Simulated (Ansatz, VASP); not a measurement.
# Ta2H2NO2 (Ta2N(OH)2 MXene monolayer) in two plane-wave programs

Aim: how closely do two programs agree when they are given the same cell, functional and k mesh? The structure shown is the start of the Ansatz relaxation below; VASP solves that cell, so the two are compared at the walk's first step.

Calculated with Ansatz 0.2.0; plane waves, with VASP 6.6.1 beside it; single point at PBE with D3(BJ).

## 1. The starting structure

The cell holds 7 atoms: 2 H, 2 O, 2 Ta and 1 N. Its edges and angles: a = 3.155 Å, b = 3.155 Å, c = 44.782 Å, α = 90.0°, β = 90.0°, γ = 120.0°. Vacuum lies along c.

## 2. Ansatz: relaxation, PBE with D3(BJ)

Ansatz runs on its PAW soft_1 files.

The two programs are compared at the cell with which this relaxation starts, whose forces are those of its first step.

input.yaml reads:

```yaml
crystal:
  lattice:
    - [3.15458, 0.0, 0.0]
    - [-1.57729, 2.7319464183, 0.0]
    - [0.0, 0.0, 44.781688773]
  atoms:
    - { symbol: H, position: [0.3333333333, 0.6666666667, 0.4231640324] }
    - { symbol: O, position: [0.3333333333, 0.6666666667, 0.4450479771] }
    - { symbol: Ta, position: [0.6666666667, 0.3333333333, 0.4722048619], spin: 1.0 }
    - { symbol: "N", position: [0.0, 0.0, 0.5] }
    - { symbol: Ta, position: [0.3333333333, 0.6666666667, 0.5277951381], spin: 1.0 }
    - { symbol: O, position: [0.6666666667, 0.3333333333, 0.5549520229] }
    - { symbol: H, position: [0.6666666667, 0.3333333333, 0.5768359676] }
  periodic: [true, true, false]
magnetization:
  spin_polarized: true
kpoints:
  mp_grid: { grid: [12, 12, 1] }
hamiltonian:
  xc: pbe
  dispersion: d3bj
  pseudopotentials: { kind: paw, azcp: { folder: soft_1 } }
scf:
  occupations: { method: fermi_dirac, width: 0.05 }
  convergence: { dr2_threshold: 1.0e-09 }
relax:
  f_tol: 0.004
  max_steps: 90
  cell: {}
output:
  write_potential: true
  write_density: true
  volumetric_format: npy
```

Command:

```sh
> ansatz run input.yaml --threads 2 --pin off --max-ram 3072MiB --backend cpu --events-out ev --progress --plain --runs-dir out
```

Numbers of over 12 decimals in the logs are rounded to 6 here.

The program printed:

```text
Warning: relax.cell: scf.convergence.dr2_threshold = 1e-9 eV is looser than the 2.45621433113e-10 eV advised for a relaxation that steers and ends on the stress (1e-10 eV for each atom of the cell: 7, times the square of relax.cell.stress_2d_tol = 0.05 N/m over 16.9 Å (the atoms' height at the walk's start and 5 Å past either face), 2.962e-2 GPa, over a crystal's default 0.05). What an SCF threshold leaves in a stress goes as its square root, and in the free energy as the threshold itself, and one threshold admits the most on a small cell: [figures from the program's tests cut] Set scf.convergence.dr2_threshold to 2.45621433113e-10 eV or tighter. [rest of the remark cut]
Engine: ansatz 0.2.0, aarch64-unknown-linux-gnu
Pseudopotentials: kind: paw
Pseudopotential: H, paw, valence charge 1, recommended cutoff 420 eV (normal), soft_1/H.paw.azcp
Pseudopotential: O, paw, valence charge 6, recommended cutoff 420 eV (normal), soft_1/O.paw.azcp
Pseudopotential: Ta, paw, valence charge 13, recommended cutoff 420 eV (normal), soft_1/Ta.paw.azcp
Pseudopotential: N, paw, valence charge 5, recommended cutoff 420 eV (normal), soft_1/N.paw.azcp
Functional definition: PBE
  parameter kappa = 0.804
  parameter beta = 0.066725
  exchange = pbe_x(kappa = kappa, mu = beta*pi^2/3)
  correlation = pbe_c(beta = beta)
Crystal: 7 atoms, lattice volume = 385.935 Å³
Basis set: ecut = 420 eV, 7457 PW (Γ), exchange–correlation on 48×48×600 points (8 copies of the dense FFT grid, shifted against one another)
Bands: 31, of which v1, the nominal top of the filled ones, is band 23 counted from 1 (22 counted from 0)
Symmetry: 12 space group operations
Space group: P-3m1 (ITA 164), of the structure as read, at distance tolerance 7.3e-5 Å
Magnetic group: BNS 164.85 (UNI 1315), of the structure as read, at distance tolerance 7.3e-5 Å
k-points: 19 of 144
Non-local potential: H, projectors of the file, l = 0: 2, l = 1: 1
Non-local potential: O, projectors of the file, l = 0: 2, l = 1: 2, l = 2: 1
Non-local potential: Ta, projectors of the file, l = 0: 3, l = 1: 2, l = 2: 2, l = 3: 1
Non-local potential: N, projectors of the file, l = 0: 2, l = 1: 2, l = 2: 1
PAW form: soft (Blöchl's): semilocal exchange-correlation on the pseudo side does not see the compensation charge
PAW one-centre angular grid: H, 110 points (default); XC on 64 Gauss nodes
PAW one-centre angular grid: O, 110 points (default); XC on 64 Gauss nodes
PAW one-centre angular grid: Ta, 590 points (default); XC on 64 Gauss nodes
PAW one-centre angular grid: N, 110 points (default); XC on 64 Gauss nodes
Initial density: superposition of atomic densities (neutral atoms: chi_scale 0, normalization atom)
Starting moments: Σ|m| = 2 μB on 2 of 7 sites
Initial wavefunctions: pseudopotential atomic-orbital guess
Functional: x = pbe(κ = 0.804, μ = 0.219515), c = pbe(β = 0.066725)
SCF iter   1: F=—  HF=-21424.539194 eV  |F-HF|=—  |Δ(HF+E_count)|=         —  Δρ=3.25e-2 (↑3.25e-2 ↓3.05e-2)  dr2=2.26e1  dr2_m=9.02e-2  M=1.051 μB ∫|m|=1.074 μB  β_m=0.30  ethr=3.10e-3  ⟨swp⟩=18.1  Hψ=9393  notcnv=0  defer=2
Mixer restart at iter 1: flushing history
preconditioner: auto → LDOS  [metal: Δε(μ)=0.034 eV  Ē_g=11.450 eV  σ=0.050 eV  W_gap=0.17  n_scr=26 (ndim 8)  ℏωp=9.5 eV  f_vac=0.788  D(μ)=2.78/eV (n_scr^D=16)]
spin=Collinear: LDOS preconditioning applied to the charge; magnetization (m = ρ↑ − ρ↓) channel mixes plain (no charge-response kernel on spin).
SCF iter   2: F=—  HF=-21421.484510 eV  |F-HF|=—  |Δ(HF+E_count)|=    3.05e0  Δρ=2.11e-2 (↑2.11e-2 ↓1.96e-2)  dr2=1.08e1  dr2_m=5.22e-2  M=0.964 μB ∫|m|=0.994 μB  β_m=0.53  ethr=3.10e-3  ⟨swp⟩=4.1  Hψ=2859  notcnv=0  defer=40
SCF iter   3: F=—  HF=-21419.644624 eV  |F-HF|=—  |Δ(HF+E_count)|=    1.84e0  Δρ=7.72e-3 (↑7.72e-3 ↓5.89e-3)  dr2=2.76e0  dr2_m=1.67e-2  M=0.587 μB ∫|m|=0.626 μB  β_m=0.58  ethr=3.10e-3  ⟨swp⟩=7.0  Hψ=3974  notcnv=0  defer=53
SCF iter   4: F=—  HF=-21419.487809 eV  |F-HF|=—  |Δ(HF+E_count)|=   1.57e-1  Δρ=3.73e-3 (↑3.73e-3 ↓2.47e-3)  dr2=5.94e-1  dr2_m=7.52e-3  M=0.554 μB ∫|m|=0.581 μB  β_m=0.76  ethr=3.10e-3  ⟨swp⟩=4.2  Hψ=2210  notcnv=0  defer=49
SCF iter   5: F=—  HF=-21419.500152 eV  |F-HF|=—  |Δ(HF+E_count)|=   1.23e-2  Δρ=1.25e-3 (↑1.25e-3 ↓8.18e-4)  dr2=5.11e-2  dr2_m=2.72e-3  M=0.406 μB ∫|m|=0.427 μB  β_m=0.88  ethr=1.32e-3  ⟨swp⟩=5.2  Hψ=2800  notcnv=0  defer=43
[...]
SCF iter   3: F=—  HF=-21420.232569 eV  |F-HF|=—  |Δ(HF+E_count)|=   8.24e-5  Δρ=3.37e-6 (↑3.37e-6 ↓3.37e-6)  dr2=5.19e-8  dr2_m=3.79e-13  M=0.000 μB ∫|m|=0.000 μB  β_m=0.72  ethr=1.56e-10  ⟨swp⟩=4.1  Hψ=2086  notcnv=0
SCF iter   4: F=—  HF=-21420.232684 eV  |F-HF|=—  |Δ(HF+E_count)|=   1.15e-4  Δρ=8.54e-7 (↑8.54e-7 ↓8.51e-7)  dr2=1.46e-8  dr2_m=1.56e-13  M=0.000 μB ∫|m|=0.000 μB  β_m=0.75  ethr=1.15e-10  ⟨swp⟩=3.2  Hψ=1602  notcnv=0
SCF iter   5: F=—  HF=-21420.232691 eV  |F-HF|=—  |Δ(HF+E_count)|=   6.96e-6  Δρ=4.91e-7 (↑4.91e-7 ↓4.91e-7)  dr2=5.34e-9  dr2_m=3.61e-14  M=0.000 μB ∫|m|=0.000 μB  β_m=0.88  ethr=3.25e-11  ⟨swp⟩=3.0  Hψ=1723  notcnv=0
SCF iter   6: F=—  HF=-21420.232697 eV  |F-HF|=—  |Δ(HF+E_count)|=   5.97e-6  Δρ=1.16e-7 (↑1.16e-7 ↓1.16e-7)  dr2=1.76e-9  dr2_m=4.01e-14  M=0.000 μB ∫|m|=0.000 μB  β_m=0.87  ethr=1.19e-11  ⟨swp⟩=3.0  Hψ=1855  notcnv=0
SCF iter   7: F=-21420.232697 eV  HF=-21420.232697 eV  |F-HF|=1.53e-9  |Δ(HF+E_count)|=   4.57e-8  Δρ=6.54e-8 (↑6.41e-8 ↓6.54e-8)  dr2=4.96e-10  dr2_m=6.29e-15  M=0.000 μB ∫|m|=0.000 μB  ethr=2.22e-12  ⟨swp⟩=18.4  Hψ=9091  notcnv=0
the starting moments were not kept: the SCF closed with an absolute magnetisation of 3.6e-7 μB, where they sum to 2 μB in size (2 sites). That is at most 0.1 of that sum. Measured as dr2_m measures the in/out step, that magnetisation stands 5.1e-15 eV from none, at or under the dr2_threshold of 1.0e-9 eV: it is no larger than a step whose dr2_m would equal this threshold.
SCF 13 converged in 7 iterations: F = -21420.232697 eV  dr2 = 4.96e-10
relax step  13: F+E_penalty+E_count = -21420.23269747 eV  Δ(F+E_penalty+E_count) = -4.152e-4 eV  max|allowed force component| = 1.015e-3 eV/Å  Δτ_max = 0.0000 Å  P = +0.024 N/m  Ω = 407.614 Å³  fix = [c, alpha, beta]  reactions: c +0.000 N/m  stress off target by 2.38e-2 N/m on what of the cell is left free  SCF on the basis re-selected at this cell (its energy is not comparable with the rows above)  (7 SCF iters)
basis re-selected at this cell: Δ(F+E_penalty+E_count) = -4.152e-4 eV, ΔP = +0.003 N/m vs the last step (what re-selecting the basis moved, of the pressure what is left beyond the Pulay correction that the steps carried, after the strain that the cell walked since its last selection, with what the two solves' SCF thresholds leave and, on support functions, any second-order correction that the steps lacked; it is no m [...]
WARN: The output density's exchange-correlation potential varies sharply where the density is thin. Do not read a vacuum level from v_tot or v_xc, or from such a field of the output density. On a cell that repeats whose density bears no net charge and no dipole along the vacuum's axis use v_es (v_loc + v_h of the components); under efield.dipole_correction with no amplitude use v_es + v_field, which holds any externa [...]
SCF converged after 7 iterations
Magnetization: 0.0000 μB (22.5000 up, 22.5000 down)
Absolute magnetization: 0.0000 μB (∫|ρ↑−ρ↓|, with the PAW one-centre terms)
Spin contamination: 0.0000 ħ² per cell (⟨S²⟩ above its minimum at these occupations)
Per-site moments (μB) at R_I (Å): [(4.349989570700852e-9, 0.405575), (5.1451817456670004e-9, 0.405575), (4.228326561913928e-9, 0.883804), (6.506376782810907e-9, 0.883804), (4.2283266037869956e-9, 0.883804), (5.145181736526072e-9, 0.405575), (4.3499895852498874e-9, 0.405575)]
Free energy (F): -21420.232697 eV
Harris-Foulkes:  -21420.232697 eV  (|F-HF|=1.53e-9)
Internal energy: -21420.214432 eV  (E = F + TS)
E sigma→0 (E₀):  -21420.223565 eV
Entropy (-TS):   -0.018266 eV (-2.609 meV/atom)
Fermi energy:    -2.773524 eV
--- Per-component energies (eV) ---
  E_band       = -1112.147714
  E_kinetic    = 1287.018910
  E_local      = -188928.669191  (includes V_loc(G=0)·N_el)
  E_nonlocal   = 119.700532
  E_hartree    = 93736.917520
  E_xc         = -862.927868
  E_vxc        = -748.479297  (∫ρ·V_xc dr)
  E_paw        = -17065.112481  (= ΣΔE_a)
  E_vpaw       = -315.549410  (= ΣTr[D̂ρ^β])
  E_aug_tail   = 0.000728  (compensation charges beyond the density's cutoff)
  E_ewald      = 90294.121224
  E_disp       = -1.263806  (pairwise vdW)
  E_smearing   = -0.018266  (= −TS)
  E_closure    = -0.000000  (closes the sum)
  Σ components = -21420.232697   (vs F -21420.232697, Δ=0.00e0)
--- Forces (eV/Å), atoms counted from 1 ---
  atom   1  H      0.00000000     0.00000000     0.00057208
  atom   2  O     -0.00000000     0.00000000     0.00026762
  atom   3  Ta    -0.00000000    -0.00000000     0.00101517
  atom   4  N      0.00000000     0.00000000     0.00000000
  atom   5  Ta    -0.00000000     0.00000000    -0.00101517
  atom   6  O      0.00000000    -0.00000000    -0.00026762
  atom   7  H      0.00000000    -0.00000000    -0.00057208
  max |Σ_I F_I| component: 2.89e-19 eV/Å
--- 2D stress c σ (N/m, compression-positive) ---
        0.023794       0.000000       0.000000
       -0.000000       0.023794      -0.000000
        0.000000      -0.000000       0.000000
  P = ½ c Tr σ = 0.0238 N/m
--- Band table (eV; the first three rows and the last of 38) ---
  k-point 0 ↑: bands = [... 19 lower, -8.2138, -5.0071, -5.0071, -3.6214, -3.1431, -3.0256, -2.6485, -1.0171, ... 4 higher]
  k-point 1 ↑: bands = [... 19 lower, -8.3246, -5.1973, -4.8292, -3.4362, -3.0091, -2.9710, -2.4645, -1.1812, ... 4 higher]
  k-point 2 ↑: bands = [... 19 lower, -8.5557, -5.6303, -4.3622, -3.3276, -2.8031, -2.6045, -1.9009, -1.2926, ... 4 higher]
  k-point 18 ↓: bands = [... 19 lower, -9.3332, -4.3255, -4.3255, -3.7755, -0.8428, -0.8428, -0.2464, 0.8016, ... 4 higher]
  the weakly bound empty levels are not read free of the cell's end (no_gap_told)
--- Relaxed structure (11 steps of the walk, 9 accepted, 2 SCFs on fresh bases) ---
  F+E_penalty+E_count = -21420.23269747 eV   max|allowed force component| = 1.015e-3 eV/Å   (the final SCF, on the basis selected at the relaxed cell)
  cell:  # Å, volume = 407.6140 Å³
    - [3.241970, 0, 0]
    - [-1.620985, 2.807629, 0]
    - [0, 0, 44.781688773]
  atoms:
    - { symbol: H, position: [0.333333, 0.666667, 0.425885] }
    - { symbol: O, position: [0.333333, 0.666667, 0.447841] }
    - { symbol: Ta, position: [0.666667, 0.333333, 0.476717] }
    - { symbol: N, position: [0, 0, 0.500000] }
    - { symbol: Ta, position: [0.333333, 0.666667, 0.523283] }
    - { symbol: O, position: [0.666667, 0.333333, 0.552159] }
    - { symbol: H, position: [0.666667, 0.333333, 0.574115] }
```

(Continued in part 2 of 2.)

[Lines on the potential files, build, host, timing and source positions are cut from VASP's logs without a mark.]

[Logs are printed without paths, hosts, clocks, repeated set-up lines and the standing remarks that a program may print on its own settings, such as how far it seeks lower states.]

[Hosts, paths, dates, database ids (printed as entryN), source tags and the programs' standing remarks are cut or masked in the printed files.]
